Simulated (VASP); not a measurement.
Method: PBEsol GGA, VASP's PBE PAW potentials (set 64) (plane waves; VASP).

VASP input:

File KPOINTS:
```
Automatic mesh
0
Gamma
  11 11 8
0 0 0
```

### INCAR
```
# general
SYSTEM = P
PREC   = Accurate
ENCUT  = 520   # plane-wave cut-off (eV)
LREAL  = F
LASPH  = T

# electronic loop
EDIFF  = 1E-7
NELM   = 100
ALGO   = Normal

# smearing
ISMEAR = -5

# functional
GGA    = PS   # PBEsol

# ions
ISIF   = 2   # forces and stress, cell fixed

# output
LWAVE  = F
LCHARG = T
LORBIT = 11
NEDOS  = 601   # DOS grid
```

File POSCAR:
```
P
5.1245830
  0.3237522818  -1.0000000201   0.0000000000
  0.3237522818   1.0000000201   0.0000000000
  0.0000000000   0.0000000000   0.8192415409
P
4
Cart
  0.3237522818   0.7888531526   0.7593126887
  0.3237522818   0.2111468674   0.3496919183
  0.3237522818  -0.2111468674   0.4695496226
  0.3237522818  -0.7888531526   0.0599288522
```

POTCAR, in this order: P (PBE.64 set). Program: vasp_std.

Output of the run:

OSZICAR:
```
       N       E                     dE             d eps       ncg     rms          rms(c)
DAV:   1     0.619769432373E+02    0.61977E+02   -0.86030E+03  5040   0.123E+03
DAV:   2    -0.190901001054E+02   -0.81067E+02   -0.79280E+02  6610   0.177E+02
DAV:   3    -0.231739982883E+02   -0.40839E+01   -0.40649E+01  6854   0.422E+01
DAV:   4    -0.232262318895E+02   -0.52234E-01   -0.52145E-01  6306   0.563E+00
DAV:   5    -0.232271990876E+02   -0.96720E-03   -0.96673E-03  6938   0.697E-01    0.101E+01
DAV:   6    -0.231033338348E+02    0.12387E+00   -0.66037E-02  6318   0.162E+00    0.590E+00
DAV:   7    -0.230493628449E+02    0.53971E-01   -0.11261E-01  6408   0.209E+00    0.262E-01
DAV:   8    -0.230488827834E+02    0.48006E-03   -0.10559E-02  6042   0.734E-01    0.170E-01
DAV:   9    -0.230488856321E+02   -0.28486E-05   -0.44010E-04  6802   0.148E-01    0.748E-02
DAV:  10    -0.230488601321E+02    0.25500E-04   -0.72704E-05  6168   0.519E-02    0.284E-02
DAV:  11    -0.230488613517E+02   -0.12196E-05   -0.74164E-06  6540   0.219E-02    0.109E-02
DAV:  12    -0.230488622666E+02   -0.91492E-06   -0.51455E-07  6266   0.478E-03    0.205E-03
DAV:  13    -0.230488617172E+02    0.54940E-06   -0.17472E-07  4110   0.280E-03    0.104E-03
DAV:  14    -0.230488618112E+02   -0.94016E-07   -0.31088E-08  3474   0.126E-03
   1 F= -.23048862E+02 E0= -.23048862E+02  d E =0.000000E+00
```

OUTCAR:
```
------------------------ aborting loop because EDIFF is reached ----------------------------------------
  FORCE on cell =-STRESS in cart. coord.  units (eV):
  Direction    XX          YY          ZZ          XY          YZ          ZX
  --------------------------------------------------------------------------------------
  Total       -0.0149487      0.1636744     -0.0169503      0.0000000      0.0000000      0.0000000
  in kB       -0.3354939      3.6733385     -0.3804147      0.0000000      0.0000000      0.0000000
  external PRESSURE =       0.9858100 kB  Pullay stress =       0.0000000 kB
  volume of cell :       71.39
      direct lattice vectors                 reciprocal lattice vectors
     1.659095439 -5.124583103  0.000000000     0.301369040 -0.097568912  0.000000000
     1.659095439  5.124583103  0.000000000     0.301369040  0.097568912  0.000000000
     0.000000000  0.000000000  4.198271273     0.000000000  0.000000000  0.238193279
 POSITION                                       TOTAL-FORCE (eV/Angst)
 -----------------------------------------------------------------------------------
      1.65910      4.04254      3.89116         0.000000      0.010812     -0.011237
      1.65910      1.08204      1.79203         0.000000     -0.010812     -0.011237
      1.65910     -1.08204      2.40625         0.000000      0.010812      0.011237
      1.65910     -4.04254      0.30711         0.000000     -0.010812      0.011237
 -----------------------------------------------------------------------------------
    total drift:                                0.000000     -0.000000     -0.000000
  FREE ENERGIE OF THE ION-ELECTRON SYSTEM (eV)
  ---------------------------------------------------
  free  energy   TOTEN  =       -23.0488618112 eV

  energy  without entropy=      -23.0488618112  energy(sigma->0) =      -23.04886181

 total charge

# of ion       s       p       d       tot
------------------------------------------
    1        1.081   1.364   0.000   2.445
    2        1.081   1.364   0.000   2.445
    3        1.081   1.364   0.000   2.445
    4        1.081   1.364   0.000   2.445
--------------------------------------------------
tot          4.326   5.456   0.000   9.781
```
(Selected blocks of OUTCAR.)

Without a dispersion term in the relaxation, distances and binding between the weakly bound layers, chains or molecules are unreliable, and so is what depends on them. For a metal the tetrahedron method with Blöchl corrections gives inexact stress and forces.

The compound is P in the black structure. It was relaxed first, which changed the volume by -6 %.
